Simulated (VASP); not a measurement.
Output of a VASP run:

File OSZICAR:
```
       N       E                     dE             d eps       ncg     rms          rms(c)
DAV:   1     0.306961651241E+03    0.30696E+03   -0.22814E+04    72   0.118E+03
DAV:   2    -0.273499248625E+02   -0.33431E+03   -0.32748E+03    72   0.349E+02
DAV:   3    -0.544053187993E+02   -0.27055E+02   -0.24370E+02    88   0.881E+01
DAV:   4    -0.560912295799E+02   -0.16859E+01   -0.16644E+01   104   0.218E+01
DAV:   5    -0.561356266359E+02   -0.44397E-01   -0.44122E-01    96   0.292E+00    0.131E+02
DAV:   6    -0.781127954993E+02   -0.21977E+02   -0.27073E+02    76   0.161E+02    0.623E+01
DAV:   7    -0.656715919830E+02    0.12441E+02   -0.28822E+02   100   0.104E+02    0.117E+02
DAV:   8    -0.593382465950E+02    0.63333E+01   -0.28042E+02   124   0.109E+02    0.409E+01
DAV:   9    -0.529392307577E+02    0.63990E+01   -0.23919E+01    84   0.353E+01    0.317E+01
DAV:  10    -0.520322256684E+02    0.90701E+00   -0.16795E+00   104   0.700E+00    0.208E+01
DAV:  11    -0.513827627757E+02    0.64946E+00   -0.11753E+01   104   0.216E+01    0.223E+01
DAV:  12    -0.510190711079E+02    0.36369E+00   -0.41355E-01    84   0.429E+00    0.174E+01
DAV:  13    -0.521223674809E+02   -0.11033E+01   -0.38673E+00    96   0.229E+01    0.205E+01
DAV:  14    -0.509480283768E+02    0.11743E+01   -0.19009E+00    96   0.147E+01    0.112E+01
DAV:  15    -0.508451590025E+02    0.10287E+00   -0.24019E-01   104   0.223E+00    0.586E+00
DAV:  16    -0.508307723717E+02    0.14387E-01   -0.14594E-02    92   0.624E-01    0.358E+00
DAV:  17    -0.508159888275E+02    0.14784E-01   -0.23608E-02   100   0.166E+00    0.168E+00
DAV:  18    -0.508185144725E+02   -0.25256E-02   -0.51335E-03    88   0.816E-01    0.210E+00
DAV:  19    -0.508163472311E+02    0.21672E-02   -0.12931E-03    96   0.343E-01    0.171E+00
DAV:  20    -0.508134373809E+02    0.29099E-02   -0.29443E-03   100   0.562E-01    0.473E-01
DAV:  21    -0.508136875105E+02   -0.25013E-03   -0.30636E-04    84   0.116E-01    0.594E-01
DAV:  22    -0.508133112555E+02    0.37625E-03   -0.61308E-04   100   0.267E-01    0.597E-02
DAV:  23    -0.508133325500E+02   -0.21294E-04   -0.62056E-05    72   0.339E-02    0.700E-02
DAV:  24    -0.508133312934E+02    0.12567E-05   -0.45782E-06    80   0.192E-02    0.614E-02
DAV:  25    -0.508133291076E+02    0.21858E-05   -0.55391E-07    48   0.943E-03    0.248E-02
DAV:  26    -0.508133289848E+02    0.12277E-06   -0.69979E-07    48   0.420E-03
   1 F= -.50813329E+02 E0= -.50519472E+02  d E =-.587714E+00
```

File OUTCAR:
```
------------------------ aborting loop because EDIFF is reached ----------------------------------------
  FORCE on cell =-STRESS in cart. coord.  units (eV):
  Direction    XX          YY          ZZ          XY          YZ          ZX
  --------------------------------------------------------------------------------------
  Total        2.9406772      2.9406772    -10.4569265      0.0000000     -0.0000000      0.0000000
  in kB       44.5501749     44.5501749   -158.4185790      0.0000000     -0.0000000      0.0000000
  external PRESSURE =     -23.1060764 kB  Pullay stress =       0.0000000 kB
  volume of cell :      105.76
      direct lattice vectors                 reciprocal lattice vectors
    -3.177870000  3.177870000  2.618040000     0.000000000  0.157338091  0.190982567
     3.177870000 -3.177870000  2.618040000     0.157338091  0.000000000  0.190982567
     3.177870000  3.177870000 -2.618040000     0.157338091  0.157338091  0.000000000
 POSITION                                       TOTAL-FORCE (eV/Angst)
 -----------------------------------------------------------------------------------
      1.05257      2.12530      2.61804         0.088724     -0.088724     -0.000000
      2.12530      1.05257      0.00000        -0.088724      0.088724     -0.000000
      1.05257      4.23044      0.00000         0.088724      0.088724      0.000000
      2.12530     -1.05257      2.61804        -0.088724     -0.088724     -0.000000
      0.00000      0.00000      3.92706         0.000000      0.000000      0.000000
      0.00000      0.00000      1.30902         0.000000     -0.000000      0.000000
 -----------------------------------------------------------------------------------
    total drift:                               -0.000000     -0.000000      0.000000
  FREE ENERGIE OF THE ION-ELECTRON SYSTEM (eV)
  ---------------------------------------------------
  free  energy   TOTEN  =       -50.8133289848 eV

  energy  without entropy=      -50.2256151789  energy(sigma->0) =      -50.51947208
```
(Selected blocks of OUTCAR.)

POSCAR:
```
Hf2Ni
1
   -3.1778700000     3.1778700000     2.6180400000
    3.1778700000    -3.1778700000     2.6180400000
    3.1778700000     3.1778700000    -2.6180400000
Hf Ni
4 2
Direct
  0.8343900000   0.6656100000   0.5000000000
  0.1656100000   0.3343900000   0.5000000000
  0.6656100000   0.1656100000   0.8312200000
  0.3343900000   0.8343900000   0.1687800000
  0.7500000000   0.7500000000   0.0000000000
  0.2500000000   0.2500000000   0.0000000000
```

Reconstruct the remaining input files.

Several could match; the one computed here: the input of the run itself, PBEsol GGA, plane waves, VASP's PBE PAW potentials (set 64).

### INCAR
```
! general
SYSTEM  = Hf2Ni
PREC    = Accurate
ENCUT   = 300
LREAL   = F
LASPH   = T

! electronic loop
EDIFF   = 1E-6
NELM    = 100
ALGO    = Normal
LMAXMIX = 6

! smearing
ISMEAR  = -1
SIGMA   = 0.1

! functional
GGA     = PS

! ions
ISIF    = 2

! output
LWAVE   = F
LCHARG  = F
```

**KPOINTS**
```
Automatic mesh
0
Gamma
1 1 1
0 0 0
```

POTCAR, in this order: Hf_pv Ni (PBE.64 set). Program: vasp_std.

At this cut-off the stress carries a Pulay error, which pulls relaxed volumes low.

The structure comes from a computed database's Hf2Ni entry (I4/mcm); how it stands against other phases isn't given here. The cell was not relaxed at this level. The k-mesh is coarse (spacing up to 1.55 per Å, 2π included), so the numbers may not be converged in it. The run is one of a series of settings (KPOINTS 1×1×1 Γ-centred mesh against the base run), some of them coarse on purpose. The run is not spin-polarised, so no magnetic state was tried.
